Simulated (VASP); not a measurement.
All values below come from PBEsol GGA, VASP's PBE PAW potentials (set 64) (plane waves; VASP).

VASP input:

### POSCAR
```
Cd3HgTe4
1
   -0.0000000000     3.2491236772     3.2491236772
    3.2491236772    -0.0000000000     3.2491236772
   12.9729939916    12.9729939916     0.0235007175
Hg Te Cd
1 4 3
Direct
  0.0000848563   0.0000848563   0.9999363578
  0.2493794220   0.2493794220   0.0629654335
  0.2501648709   0.2501648709   0.3123763469
  0.2501987009   0.2501987009   0.5623509744
  0.2507907992   0.2507907992   0.8119069006
  0.9996415588   0.9996415588   0.2502688309
  0.9999691506   0.9999691506   0.5000231370
  0.9997706412   0.9997706412   0.7501720190
```

**INCAR**
```
# general
SYSTEM =Cd3HgTe4
PREC   =Accurate
ENCUT  =400   # plane-wave cut-off (eV)
LREAL  =F   # projection in real space or not
LASPH  =T   # aspherical one-centre terms

# electronic loop
EDIFF  =1E-7
NELM   =100   # most electronic steps
ALGO   =Normal   # blocked Davidson
LMAXMIX=6   # l cut-off of mixed one-centre charges

# smearing
ISMEAR =-5   # tetrahedra, Bloechl

# functional
GGA    =PS   # PBEsol

# ions
ISIF   =2   # forces and stress, cell fixed

# output
LWAVE  =F
LCHARG =T
LORBIT =11
NEDOS  =601   # DOS grid
```

File KPOINTS:
```
Automatic mesh
0
Gamma
7 7 2
0 0 0
```

POTCAR, in this order: Hg Te Cd (PBE.64 set). Program: vasp_std.

Output

### OSZICAR
```
       N       E                     dE             d eps       ncg     rms          rms(c)
DAV:   1     0.416230176718E+03    0.41623E+03   -0.28042E+04  2752   0.119E+03
DAV:   2     0.223180343520E+01   -0.41400E+03   -0.40609E+03  3100   0.307E+02
DAV:   3    -0.214720035419E+02   -0.23704E+02   -0.23606E+02  3232   0.747E+01
DAV:   4    -0.218196689440E+02   -0.34767E+00   -0.34737E+00  3356   0.798E+00
DAV:   5    -0.218239638874E+02   -0.42949E-02   -0.42945E-02  3176   0.969E-01    0.123E+01
DAV:   6    -0.208746534520E+02    0.94931E+00   -0.24827E+00  3076   0.128E+01    0.975E+00
DAV:   7    -0.208324025629E+02    0.42251E-01   -0.99658E-01  2914   0.403E+00    0.328E+00
DAV:   8    -0.208213945974E+02    0.11008E-01   -0.10329E-01  2936   0.256E+00    0.142E+00
DAV:   9    -0.208209647548E+02    0.42984E-03   -0.10405E-02  2990   0.663E-01    0.502E-01
DAV:  10    -0.208205275505E+02    0.43720E-03   -0.25701E-03  3072   0.320E-01    0.110E-01
DAV:  11    -0.208205354245E+02   -0.78740E-05   -0.53904E-04  2958   0.134E-01    0.428E-02
DAV:  12    -0.208205432950E+02   -0.78705E-05   -0.38709E-05  3095   0.318E-02    0.233E-02
DAV:  13    -0.208205508629E+02   -0.75678E-05   -0.85668E-06  2917   0.215E-02    0.141E-02
DAV:  14    -0.208205562393E+02   -0.53764E-05   -0.59905E-06  2902   0.882E-03    0.227E-03
DAV:  15    -0.208205564323E+02   -0.19302E-06   -0.18996E-07  2418   0.287E-03    0.119E-03
DAV:  16    -0.208205564628E+02   -0.30454E-07   -0.21258E-07  2143   0.172E-03
   1 F= -.20820556E+02 E0= -.20820556E+02  d E =0.000000E+00
```

### OUTCAR
```
------------------------ aborting loop because EDIFF is reached ----------------------------------------
  FORCE on cell =-STRESS in cart. coord.  units (eV):
  Direction    XX          YY          ZZ          XY          YZ          ZX
  --------------------------------------------------------------------------------------
  Total       -0.0625000     -0.0625000     -0.0625000      0.0697073     -0.0697073     -0.0697073
  in kB       -0.3659162     -0.3659162     -0.3659162      0.4081123     -0.4081123     -0.4081123
  external PRESSURE =      -0.3659162 kB  Pullay stress =       0.0000000 kB
  volume of cell :      273.66
      direct lattice vectors                 reciprocal lattice vectors
     0.000000000  3.249123677  3.249123677    -0.154027159  0.153748137  0.154027159
     3.249123677  0.000000000  3.249123677     0.153748137 -0.154027159  0.154027159
    12.972993992 12.972993992  0.023500718     0.038576545  0.038576545 -0.038576545
 POSITION                                       TOTAL-FORCE (eV/Angst)
 -----------------------------------------------------------------------------------
     12.97244     12.97244      0.02405         0.006965      0.006965     -0.006965
      1.62711      1.62711      1.62201        -0.012939     -0.012939      0.012939
      4.86527      4.86527      1.63297        -0.004303     -0.004303      0.004303
      8.10830      8.10830      1.63907        -0.006481     -0.006481      0.006481
     11.34771     11.34771      1.64878        -0.002715     -0.002715      0.002715
      6.49470      6.49470      6.50180         0.013026      0.013026     -0.013026
      9.73582      9.73582      6.50980         0.005582      0.005582     -0.005582
     12.98036     12.98036      6.51439         0.000864      0.000864     -0.000864
 -----------------------------------------------------------------------------------
    total drift:                               -0.000122     -0.000122      0.000117
  FREE ENERGIE OF THE ION-ELECTRON SYSTEM (eV)
  ---------------------------------------------------
  free  energy   TOTEN  =       -20.8205564628 eV

  energy  without entropy=      -20.8205564628  energy(sigma->0) =      -20.82055646

 total charge

# of ion       s       p       d       tot
------------------------------------------
    1        0.741   0.409   9.354  10.504
    2        1.365   1.984   0.029   3.378
    3        1.353   2.043   0.021   3.417
    4        1.353   2.043   0.021   3.417
    5        1.356   2.025   0.024   3.405
    6        0.475   0.318   9.523  10.316
    7        0.473   0.317   9.524  10.314
    8        0.475   0.318   9.523  10.316
--------------------------------------------------
tot          7.591   9.457  38.019  55.067
```
(Selected blocks of OUTCAR.)

The structure was generated: Cd3HgTe4 was put into an ordered model structure (R3m), which need not be its known phase. It was relaxed first.
